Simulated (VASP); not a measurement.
Method: PBE GGA, VASP's PBE PAW potentials (set 64) (plane waves; VASP).

VASP input:

**POSCAR**
```
CeO2
1
    0.0000000000     2.7318243075     2.7318243075
    2.7318243075     0.0000000000     2.7318243075
    2.7318243075     2.7318243075     0.0000000000
Ce O
1 2
Direct
  0.0000000000   0.0000000000   0.0000000000
  0.2500000000   0.2500000000   0.2500000000
  0.7500000000   0.7500000000   0.7500000000
```

**INCAR**
```
SYSTEM = CeO2
PREC = Accurate; ENCUT = 520; LREAL = .FALSE.
LASPH = .TRUE.
EDIFF = 1E-7; NELM = 100; ALGO = Normal
LMAXMIX = 6
ISMEAR = -5
GGA = PE
ISIF = 2
LWAVE = .FALSE.; LCHARG = .TRUE.; LORBIT = 11
NEDOS = 601
LEFG = .TRUE.
```

**KPOINTS**
```
Automatic mesh
0
gamma
8 8 8
0 0 0
```

POTCAR, in this order: Ce O (PBE.64 set). Program: vasp_std.

The run wrote:

OSZICAR:
```
       N       E                     dE             d eps       ncg     rms          rms(c)
DAV:   1     0.234155851843E+03    0.23416E+03   -0.11542E+04   936   0.201E+03
DAV:   2     0.717621623939E+01   -0.22698E+03   -0.21926E+03  1480   0.308E+02
DAV:   3    -0.301630248962E+02   -0.37339E+02   -0.35663E+02  1216   0.150E+02
DAV:   4    -0.317506287035E+02   -0.15876E+01   -0.15874E+01  1384   0.327E+01
DAV:   5    -0.318322939886E+02   -0.81665E-01   -0.81659E-01  1560   0.690E+00    0.291E+01
DAV:   6    -0.299488680223E+02    0.18834E+01   -0.98434E+01  1376   0.592E+01    0.290E+01
DAV:   7    -0.283905082155E+02    0.15584E+01   -0.21677E+02  1432   0.134E+02    0.206E+01
DAV:   8    -0.277362949399E+02    0.65421E+00   -0.39385E+00  1104   0.215E+01    0.141E+01
DAV:   9    -0.263326564963E+02    0.14036E+01   -0.67129E+00  1408   0.215E+01    0.207E+00
DAV:  10    -0.262888740398E+02    0.43782E-01   -0.24490E-01  1568   0.446E+00    0.146E+00
DAV:  11    -0.262610423261E+02    0.27832E-01   -0.55171E-02  1472   0.218E+00    0.121E+00
DAV:  12    -0.262297962739E+02    0.31246E-01   -0.16274E-01  1216   0.364E+00    0.720E-01
DAV:  13    -0.262330875414E+02   -0.32913E-02   -0.85119E-02  1648   0.250E+00    0.843E-01
DAV:  14    -0.262307311363E+02    0.23564E-02   -0.59754E-02  1432   0.221E+00    0.294E-01
DAV:  15    -0.262303212058E+02    0.40993E-03   -0.13712E-02  1312   0.110E+00    0.202E-01
DAV:  16    -0.262301024209E+02    0.21878E-03   -0.19797E-03  1264   0.444E-01    0.262E-02
DAV:  17    -0.262301219334E+02   -0.19512E-04   -0.16509E-04  1528   0.128E-01    0.363E-02
DAV:  18    -0.262301122934E+02    0.96400E-05   -0.24034E-05  1352   0.493E-02    0.183E-02
DAV:  19    -0.262301087025E+02    0.35909E-05   -0.16389E-05  1472   0.371E-02    0.429E-03
DAV:  20    -0.262301079376E+02    0.76490E-06   -0.46876E-06  1424   0.206E-02    0.314E-03
DAV:  21    -0.262301078791E+02    0.58455E-07   -0.11672E-07   792   0.273E-03
   1 F= -.26230108E+02 E0= -.26230108E+02  d E =0.000000E+00
```

**OUTCAR**
```
------------------------ aborting loop because EDIFF is reached ----------------------------------------
  FORCE on cell =-STRESS in cart. coord.  units (eV):
  Direction    XX          YY          ZZ          XY          YZ          ZX
  --------------------------------------------------------------------------------------
  Total        0.0007284      0.0007284      0.0007284      0.0000000     -0.0000000      0.0000000
  in kB        0.0286216      0.0286216      0.0286216      0.0000000     -0.0000000      0.0000000
  external PRESSURE =       0.0286216 kB  Pullay stress =       0.0000000 kB
  volume of cell :       40.77
      direct lattice vectors                 reciprocal lattice vectors
     0.000000000  2.731824308  2.731824308    -0.183027876  0.183027876  0.183027876
     2.731824308  0.000000000  2.731824308     0.183027876 -0.183027876  0.183027876
     2.731824308  2.731824308  0.000000000     0.183027876  0.183027876 -0.183027876
 POSITION                                       TOTAL-FORCE (eV/Angst)
 -----------------------------------------------------------------------------------
      0.00000      0.00000      0.00000        -0.000000      0.000000      0.000000
      1.36591      1.36591      1.36591        -0.000000     -0.000000     -0.000000
      4.09774      4.09774      4.09774         0.000000      0.000000      0.000000
 -----------------------------------------------------------------------------------
    total drift:                                0.000000     -0.000000      0.000000
  FREE ENERGIE OF THE ION-ELECTRON SYSTEM (eV)
  ---------------------------------------------------
  free  energy   TOTEN  =       -26.2301078791 eV

  energy  without entropy=      -26.2301078791  energy(sigma->0) =      -26.23010788

 total charge

# of ion       s       p       d       f       tot
--------------------------------------------------
    1        2.019   5.805   0.857   0.950   9.630
    2        1.576   3.430   0.000   0.000   5.006
    3        1.576   3.430   0.000   0.000   5.006
--------------------------------------------------
tot          5.170  12.664   0.857   0.950  19.641
```
(Selected blocks of OUTCAR.)

The compound is CeO2 in the fluorite structure. It was relaxed first. The run is not spin-polarised, so no magnetic state was tried.
